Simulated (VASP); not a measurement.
Here is the system:

```yaml
crystal:
  lattice:
    - [0.00000, 3.58225, 3.58225]
    - [3.58225, 0.00000, 3.58225]
    - [3.58225, 3.58225, 0.00000]
  atoms:
    - { symbol: Ba, position: [0.00000, 0.00000, 0.00000] }
    - { symbol: Te, position: [0.50000, 0.50000, 0.50000] }
```

These are revPBE GGA, VASP's PBE PAW potentials (set 64) (plane waves; VASP) values and carry that method's errors. Numerical set-up: 520 eV cut-off, Gaussian smearing of 0.050 eV, potentials Ba_sv Te.

Unless said otherwise, spin-orbit coupling is left out, though it shifts the bands of the heavy elements here.

Problem. Give the energies of bands 6 to 11 at the high-symmetry points, in eV from the valence-band maximum.

Solution. 
| band | Γ | X | U | L | W |
|---|---|---|---|---|---|
| 6 | 0.00 | -1.09 | -1.15 | -2.01 | -1.14 |
| 7 | 0.00 | -0.38 | -1.00 | -0.99 | -0.88 |
| 8 | 0.00 | -0.38 | -0.70 | -0.99 | -0.88 |
| 9 | 2.79 | 1.75 | 2.70 | 4.20 | 3.56 |
| 10 | 3.03 | 4.33 | 4.90 | 4.66 | 3.56 |
| 11 | 3.03 | 4.46 | 4.97 | 4.79 | 4.68 |

The gap is indirect, 1.75 eV, from the valence maximum at Γ to the conduction minimum at X.

The compound is BaTe in the rock salt structure. It was relaxed first, which changed the volume by +7 %.
